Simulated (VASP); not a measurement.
An input for Quantum ESPRESSO's pw.x (written as the equivalent of a VASP run, and not itself run):

```
&CONTROL
  calculation = 'vc-relax'
  pseudo_dir = './pseudo'
  outdir = './out'
  tprnfor = .true.
  tstress = .true.
  nstep = 60
  forc_conv_thr = 0.00078
/
&SYSTEM
  ibrav = 0
  nat = 3
  ntyp = 2
  ecutwfc = 84
  occupations = 'smearing'
  smearing = 'gaussian'
  degauss = 0.003675
  input_dft = 'vdw-df-cx'
/
&ELECTRONS
  conv_thr = 7.3e-08
  electron_maxstep = 100
/
&IONS
/
&CELL
/
ATOMIC_SPECIES
  Mg 24.305 Mg.upf
  I 126.904 I.upf
CELL_PARAMETERS angstrom
     2.0648266   -3.5763842    0.0000000
     2.0648266    3.5763842   -0.0000000
    -0.0000000   -0.0000000    6.8937154
ATOMIC_POSITIONS crystal
  Mg   1.0000000  0.0000000  0.0000000
  I    0.3333330  0.6666670  0.2417662
  I    0.6666670  0.3333330  0.7582338
K_POINTS automatic
  6 6 3 0 0 0
```

Translate this input to VASP (INCAR, KPOINTS, POSCAR, choice of POTCAR).

This is not unique; one that fits is 
### POSCAR
```
MgI2
1
    2.0648266241    -3.5763842023     0.0000000000
    2.0648266241     3.5763842023    -0.0000000000
   -0.0000000000    -0.0000000000     6.8937153843
Mg I
1 2
Direct
  1.0000000000   0.0000000000   0.0000000000
  0.3333330000   0.6666670000   0.2417661996
  0.6666670000   0.3333330000   0.7582338004
```

### KPOINTS
```
kpoints
0
Gamma
  6 6 3
```

INCAR:
```
# general
SYSTEM   = MgI2
PREC     = Accurate
ENCUT    = 520
LREAL    = F
LASPH    = T

# electronic loop
EDIFF    = 1E-6
NELM     = 100
ALGO     = Normal
LMAXMIX  = 4

# smearing
ISMEAR   = 0
SIGMA    = 0.05

# functional
GGA      = CX
LUSE_VDW = T
AGGAC    = 0.0

# ions
IBRION   = 2
NSW      = 60
ISIF     = 3
EDIFFG   = -0.02

# output
LWAVE    = F
LCHARG   = F
```

POTCAR, in this order: Mg I (PBE.64 set). Program: vasp_std.

Limits of the translation: the potentials are each code's own (VASP's PAW set, PseudoDojo norm-conserving files in pw.x), so ENCUT and ecutwfc are chosen apart and not converted; conv_thr bounds pw.x's estimated SCF error, while EDIFF bounds the energy change between steps; forc_conv_thr acts on force components and is met together with etot_conv_thr.

The compound is MgI2 in the 1T layered structure. This run relaxes it. Symmetry was kept, so distortions that lower it aren't found. The start is the result of an earlier pass.
